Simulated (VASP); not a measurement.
```
PbI2
1.0
    2.28153    -3.95172     0.00000
    2.28153     3.95172     0.00000
    0.00000     0.00000     7.03535
Pb I
1 2
Direct
  0.00000   0.00000   0.00000
  0.33333   0.66667   0.26931
  0.66667   0.33333   0.73069
```

Computed with optB86b-vdW, VASP's PBE PAW potentials (set 64) (plane waves; VASP). Numerical set-up: 520 eV cut-off, 6×6×4 Γ-centred mesh, tetrahedra with Blöchl corrections, potentials Pb_d I.

Unless said otherwise, spin-orbit coupling is left out, though it shifts the bands of the heavy elements here.

Question: Predict the energy per atom (σ→0), band gap (on the k-mesh) with the smallest direct gap where there is one.

Answer: 
```
Item                                         Result
-----------------------------------  --------------
band gap (on the k-mesh)                    2.17 eV
smallest direct gap (on the k-mesh)         2.17 eV
energy per atom (σ→0)                -0.547 eV/atom
```

The compound is PbI2 in the 1T layered structure. It was relaxed first.
